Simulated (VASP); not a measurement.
Here is the system:

```yaml
crystal:
  lattice:
    - [0.00000, 3.13522, 3.13522]
    - [3.13522, 0.00000, 3.13522]
    - [3.13522, 3.13522, 0.00000]
  atoms:
    - { symbol: Hg, position: [0.00000, 0.00000, 0.00000] }
    - { symbol: Se, position: [0.75000, 0.75000, 0.75000] }
```

Calculation: PBE GGA, VASP's PBE PAW potentials (set 64) (plane waves; VASP). Settings: PREC = Normal, EDIFF = 1E-5, 400 eV cut-off, 8×8×8 Γ-centred mesh, Gaussian smearing of 0.050 eV, potentials Hg Se.

Unless said otherwise, spin-orbit coupling is left out, though it shifts the bands of the heavy elements here.

**Question.** Estimate the energy per atom (σ→0), band gap (on the k-mesh) with the smallest direct gap where there is one.

**Answer.** 
The band gap (on the k-mesh) is none (metal, semimetal or under 0.01 eV) and the energy per atom (σ→0) is -2.044 eV/atom.

Total energies compare only between runs with the same potentials, cut-off and functional.

The compound is HgSe in the zinc blende structure. It was relaxed first, which changed the volume by +10 %.
